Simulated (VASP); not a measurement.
These are PBE GGA, VASP's PBE PAW potentials (set 64) (plane waves; VASP 6.6.1) values and carry that method's errors.

A VASP calculation is set up with these files.

### INCAR
```
SYSTEM = CdTe
PREC = Accurate; ENCUT = 480; LREAL = .FALSE.
LASPH = .TRUE.
EDIFF = 1E-6; NELM = 100; ALGO = Normal
LMAXMIX = 4
ISMEAR = 0; SIGMA = 0.05
GGA = PE
IBRION = 2; NSW = 60; ISIF = 3
EDIFFG = -0.01
LWAVE = .FALSE.; LCHARG = .FALSE.
```

### POSCAR
```
CdTe
1
   -0.0000000000     3.3115236458     3.3115236458
    3.3115236458     0.0000000000     3.3115236458
    3.3115236458     3.3115236458     0.0000000000
Cd Te
1 1
Direct
  0.0000000000   0.0000000000   0.0000000000
  0.2500000000   0.2500000000   0.2500000000
```

File KPOINTS:
```
Regular mesh
0
Gamma
 6 6 6
0 0 0
```

POTCAR, in this order: Cd Te (PBE.64 set). Program: vasp_std.

What VASP printed:

File OUTCAR:
```
 ion  position               nearest neighbor table
   1  0.000  0.000  0.000-   2 2.87   2 2.87   2 2.87   2 2.87
   2  0.250  0.250  0.250-   1 2.87   1 2.87   1 2.87   1 2.87
  LATTYP: Found a face centered cubic cell.
 ALAT       =     6.6230472916
 Subroutine PRICEL returns:
 Original cell was already a primitive cell.
 Subroutine GETGRP returns: Found 24 space group operations
The static configuration has the point symmetry T_d .
The dynamic configuration has the point symmetry T_d .
 Subroutine INISYM returns: Found 24 space group operations
 Subroutine IBZKPT returns following result:
 Found     16 irreducible k-points:

 Following reciprocal coordinates:
            Coordinates               Weight
  0.000000  0.000000  0.000000      1.000000
  0.166667  0.000000  0.000000      8.000000
  0.333333  0.000000  0.000000      8.000000
  0.500000  0.000000  0.000000      4.000000
  0.166667  0.166667  0.000000      6.000000
  0.333333  0.166667  0.000000     24.000000
  0.500000  0.166667  0.000000     24.000000
 -0.333333  0.166667  0.000000     24.000000
 -0.166667  0.166667  0.000000     12.000000
...
```

### OSZICAR
```
       N       E                     dE             d eps       ncg     rms          rms(c)
DAV:   1     0.991116593394E+02    0.99112E+02   -0.79893E+03   416   0.111E+03
DAV:   2    -0.964210102433E+00   -0.10008E+03   -0.96538E+02   471   0.266E+02
DAV:   3    -0.500522846591E+01   -0.40410E+01   -0.40335E+01   501   0.567E+01
DAV:   4    -0.504362639342E+01   -0.38398E-01   -0.38393E-01   574   0.490E+00
DAV:   5    -0.504373691615E+01   -0.11052E-03   -0.11052E-03   506   0.250E-01    0.509E+00
DAV:   6    -0.482066098204E+01    0.22308E+00   -0.47026E-01   466   0.858E+00    0.420E+00
DAV:   7    -0.480564192260E+01    0.15019E-01   -0.11618E-01   466   0.246E+00    0.166E+00
DAV:   8    -0.480650914861E+01   -0.86723E-03   -0.99030E-03   431   0.136E+00    0.477E-01
DAV:   9    -0.480686577499E+01   -0.35663E-03   -0.10062E-03   481   0.358E-01    0.102E-01
DAV:  10    -0.480693511624E+01   -0.69341E-04   -0.12582E-04   436   0.117E-01    0.515E-02
DAV:  11    -0.480698120806E+01   -0.46092E-04   -0.88022E-05   434   0.635E-02    0.346E-02
DAV:  12    -0.480698005179E+01    0.11563E-05   -0.34289E-06   491   0.160E-02    0.195E-02
DAV:  13    -0.480697991805E+01    0.13374E-06   -0.64495E-07   313   0.448E-03
   1 F= -.48069799E+01 E0= -.48069799E+01  d E =-.480698E+01
```

**OUTCAR**
```
------------------------ aborting loop because EDIFF is reached ----------------------------------------
  FORCE on cell =-STRESS in cart. coord.  units (eV):
  Direction    XX          YY          ZZ          XY          YZ          ZX
  --------------------------------------------------------------------------------------
  Total        0.0097061      0.0097061      0.0097061      0.0000000     -0.0000000     -0.0000000
  in kB        0.2141122      0.2141122      0.2141122      0.0000000     -0.0000000     -0.0000000
  external PRESSURE =       0.2141122 kB  Pullay stress =       0.0000000 kB
  volume of cell :       72.63
      direct lattice vectors                 reciprocal lattice vectors
     0.000000000  3.311523646  3.311523646    -0.150987900  0.150987900  0.150987900
     3.311523646  0.000000000  3.311523646     0.150987900 -0.150987900  0.150987900
     3.311523646  3.311523646  0.000000000     0.150987900  0.150987900 -0.150987900
  FREE ENERGIE OF THE ION-ELECTRON SYSTEM (eV)
  ---------------------------------------------------
  free  energy   TOTEN  =        -4.8069799181 eV

  energy  without entropy=       -4.8069799180  energy(sigma->0) =       -4.80697992

 reached required accuracy - stopping structural energy minimisation
```
(Selected blocks of OUTCAR.)

The structure comes from a computed database's CdTe entry (F-43m); how it stands against other phases isn't given here. It was relaxed first. The start is the result of an earlier pass.
